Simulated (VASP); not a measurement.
OSZICAR of a VASP run on NaI (rock salt):

File OSZICAR:
```
       N       E                     dE             d eps       ncg     rms          rms(c)
DAV:   1     0.556336052204E+02    0.55634E+02   -0.68872E+03   440   0.115E+03
DAV:   2    -0.255526086015E+02   -0.81186E+02   -0.77493E+02   470   0.246E+02
DAV:   3    -0.323880949433E+02   -0.68355E+01   -0.67952E+01   542   0.730E+01
DAV:   4    -0.325763066420E+02   -0.18821E+00   -0.18810E+00   505   0.129E+01
DAV:   5    -0.325813548149E+02   -0.50482E-02   -0.50480E-02   536   0.214E+00    0.221E+00
DAV:   6    -0.309908126142E+02    0.15905E+01   -0.39941E-01   449   0.815E+00    0.211E+00
DAV:   7    -0.310232571896E+02   -0.32445E-01   -0.19384E-01   449   0.625E+00    0.531E-01
DAV:   8    -0.311318880414E+02   -0.10863E+00   -0.18113E-01   440   0.453E+00    0.291E-01
DAV:   9    -0.310747386615E+02    0.57149E-01   -0.92232E-02   443   0.396E+00    0.370E-01
DAV:  10    -0.308798959568E+02    0.19484E+00   -0.89099E-02   440   0.421E+00    0.139E-01
DAV:  11    -0.310837558084E+02   -0.20386E+00   -0.76023E-02   440   0.368E+00    0.687E-02
DAV:  12    -0.310822924669E+02    0.14633E-02   -0.98781E-04   518   0.408E-01    0.821E-02
DAV:  13    -0.310803309508E+02    0.19615E-02   -0.42852E-03   440   0.917E-01    0.595E-02
DAV:  14    -0.310854384946E+02   -0.51075E-02   -0.15093E-03   440   0.503E-01    0.238E-02
DAV:  15    -0.310855909379E+02   -0.15244E-03   -0.11406E-04   446   0.145E-01    0.266E-02
DAV:  16    -0.310856058050E+02   -0.14867E-04   -0.33574E-06   494   0.272E-02    0.193E-02
DAV:  17    -0.310856023749E+02    0.34301E-05   -0.40270E-06   446   0.259E-02    0.167E-02
DAV:  18    -0.310855979268E+02    0.44481E-05   -0.11027E-05   440   0.500E-02    0.649E-03
DAV:  19    -0.310855878980E+02    0.10029E-04   -0.27147E-06   458   0.252E-02    0.575E-03
DAV:  20    -0.310855873590E+02    0.53902E-06   -0.31990E-07   329   0.980E-03
   1 F= -.31085587E+02 E0= -.31085587E+02  d E =-.310856E+02
       N       E                     dE             d eps       ncg     rms          rms(c)
DAV:   1    -0.310872364279E+02   -0.16485E-02   -0.37526E-02   494   0.301E+00    0.243E-01
DAV:   2    -0.310861578326E+02    0.10786E-02   -0.12559E-03   479   0.491E-01    0.121E-01
DAV:   3    -0.310858412759E+02    0.31656E-03   -0.79377E-04   488   0.318E-01    0.545E-02
DAV:   4    -0.310858477208E+02   -0.64449E-05   -0.14249E-05   458   0.411E-02    0.632E-02
DAV:   5    -0.310858664608E+02   -0.18740E-04   -0.74206E-06   443   0.336E-02    0.655E-02
DAV:   6    -0.310858450075E+02    0.21453E-04   -0.20453E-05   446   0.663E-02    0.846E-02
DAV:   7    -0.310858743138E+02   -0.29306E-04   -0.17641E-05   446   0.455E-02    0.115E-01
DAV:   8    -0.310858813465E+02   -0.70327E-05   -0.87183E-06   446   0.431E-02    0.148E-01
DAV:   9    -0.310858825987E+02   -0.12522E-05   -0.17835E-07   277   0.523E-03    0.153E-01
DAV:  10    -0.310858807945E+02    0.18042E-05   -0.69627E-07   446   0.116E-02    0.115E-01
DAV:  11    -0.310858769435E+02    0.38510E-05   -0.92708E-07   392   0.103E-02    0.658E-02
DAV:  12    -0.310858750845E+02    0.18589E-05   -0.52909E-07   323   0.706E-03    0.222E-02
DAV:  13    -0.310858743593E+02    0.72528E-06   -0.19880E-07   229   0.460E-03
   2 F= -.31085874E+02 E0= -.31085874E+02  d E =-.287000E-03
       N       E                     dE             d eps       ncg     rms          rms(c)
DAV:   1    -0.310860089876E+02   -0.13390E-03   -0.25903E-03   494   0.795E-01    0.647E-02
DAV:   2    -0.310859344265E+02    0.74561E-04   -0.87559E-05   482   0.129E-01    0.323E-02
DAV:   3    -0.310859178552E+02    0.16571E-04   -0.54385E-05   482   0.849E-02    0.140E-02
DAV:   4    -0.310859184187E+02   -0.56348E-06   -0.94281E-07   393   0.111E-02
   3 F= -.31085918E+02 E0= -.31085918E+02  d E =-.331060E-03
```

Which electronic solver shows in the log?

It is blocked Davidson (ALGO = Normal, or the opening steps of other solvers). The INCAR had ALGO = Normal.

Can the final energy be trusted as converged?

Self-consistency was reached. It stopped with EDIFF = 1E-6, NELM = 100, NSW = 60 and EDIFFG = -0.01 after 3 ionic steps (r2SCAN meta-GGA, plane waves, VASP's PBE PAW potentials (set 64)).

The compound is NaI in the rock salt structure. This run relaxes it. Symmetry was kept, so distortions that lower it aren't found.
